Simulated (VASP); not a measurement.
An input for Quantum ESPRESSO's pw.x (written as the equivalent of a VASP run, and not itself run):

```
&CONTROL
  calculation = 'vc-relax'
  pseudo_dir = './pseudo'
  outdir = './out'
  tprnfor = .true.
  tstress = .true.
  nstep = 60
  forc_conv_thr = 0.00039
/
&SYSTEM
  ibrav = 0
  nat = 2
  ntyp = 2
  ecutwfc = 88
  occupations = 'smearing'
  smearing = 'methfessel-paxton'
  degauss = 0.00735
  input_dft = 'pbesol'
/
&ELECTRONS
  conv_thr = 7.3e-08
  electron_maxstep = 100
/
&IONS
/
&CELL
/
ATOMIC_SPECIES
  Rh 102.906 Rh.upf
  B 10.810 B.upf
CELL_PARAMETERS angstrom
     0.0000000    2.6096230    2.6096230
     2.6096230    0.0000000    2.6096230
     2.6096230    2.6096230    0.0000000
ATOMIC_POSITIONS crystal
  Rh   0.0000000  0.0000000  0.0000000
  B    0.2500000  0.2500000  0.2500000
K_POINTS automatic
  11 11 11 0 0 0
```

Question: Write the VASP files for the same calculation (PBEsol).

Answer: Several could match; the one computed here: 
POSCAR:
```
RhB
1
    0.0000000000     2.6096230000     2.6096230000
    2.6096230000     0.0000000000     2.6096230000
    2.6096230000     2.6096230000     0.0000000000
Rh B
1 1
Direct
  0.0000000000   0.0000000000   0.0000000000
  0.2500000000   0.2500000000   0.2500000000
```

File KPOINTS:
```
Automatic
0
Gamma
  11 11 11
```

### INCAR
```
! general
SYSTEM   =  RhB
PREC     =  Accurate
ENCUT    =  520
LREAL    =  .FALSE.
LASPH    =  .TRUE.

! electronic loop
EDIFF    =  1E-6
NELM     =  100
ALGO     =  Normal
LMAXMIX  =  4

! smearing
ISMEAR   =  1
SIGMA    =  0.1

! functional
GGA      =  PS

! ions
IBRION   =  2
NSW      =  60
ISIF     =  3
EDIFFG   =  -0.01

! output
LWAVE    =  .FALSE.
LCHARG   =  .FALSE.
```

POTCAR, in this order: Rh_pv B (PBE.64 set). Program: vasp_std.

Limits of the translation: the potentials are each code's own (VASP's PAW set, PseudoDojo norm-conserving files in pw.x), so ENCUT and ecutwfc are chosen apart and not converted; conv_thr bounds pw.x's estimated SCF error, while EDIFF bounds the energy change between steps; forc_conv_thr acts on force components and is met together with etot_conv_thr.

The structure was generated: RhB was put into the zinc blende type (F-43m), which need not be its known phase. This run relaxes it. Symmetry was kept, so distortions that lower it aren't found.
